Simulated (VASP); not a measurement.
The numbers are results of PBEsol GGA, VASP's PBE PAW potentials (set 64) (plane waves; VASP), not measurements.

The input files of a VASP run:

**POSCAR**
```
Cu
3.4563010
  0.0000000000   0.4999999633   0.4999999633
  0.4999999633   0.0000000000   0.4999999633
  0.4999999633   0.4999999633   0.0000000000
Cu
1
Cartesian
  0.0000000000   0.0000000000   0.0000000000
```

INCAR:
```
SYSTEM=Cu
PREC=Accurate; ENCUT=480; LREAL=.FALSE.
LASPH=.TRUE.
EDIFF=1E-7; NELM=100; ALGO=Normal
LMAXMIX=4
ISMEAR=1; SIGMA=0.1
GGA=PS
ISIF=2
LWAVE=.FALSE.; LCHARG=.FALSE.
```

File KPOINTS:
```
kpoints
0
G
 16 16 16
```

POTCAR, in this order: Cu (PBE.64 set). Program: vasp_std.

Task: Estimate the energy per atom (σ→0), pressure, band gap (on the k-mesh).

Result: 
- energy per atom (σ→0) = -4247 meV/atom
- band gap (on the k-mesh) = none (metal, semimetal or under 0.01 eV)
- pressure = 19.89 GPa

**OSZICAR**
```
...
DAV:   6    -0.458921080139E+01    0.77710E+00   -0.17599E+01  2733   0.101E+02    0.347E+00
DAV:   7    -0.426531102124E+01    0.32390E+00   -0.23684E+00  2763   0.366E+01    0.699E-01
DAV:   8    -0.424793439167E+01    0.17377E-01   -0.61873E-03  3625   0.108E+00    0.258E-01
DAV:   9    -0.424666865021E+01    0.12657E-02   -0.67891E-03  2897   0.177E+00    0.210E-02
DAV:  10    -0.424667882913E+01   -0.10179E-04   -0.25717E-05  3562   0.982E-02    0.586E-03
DAV:  11    -0.424667902891E+01   -0.19978E-06   -0.73544E-07  2875   0.204E-02    0.290E-04
DAV:  12    -0.424667905771E+01   -0.28801E-07   -0.59578E-09  1538   0.122E-03
   1 F= -.42466791E+01 E0= -.42466952E+01  d E =0.484985E-04
```

The compound is Cu in the fcc structure. This cell was strained or had an atom moved on purpose.
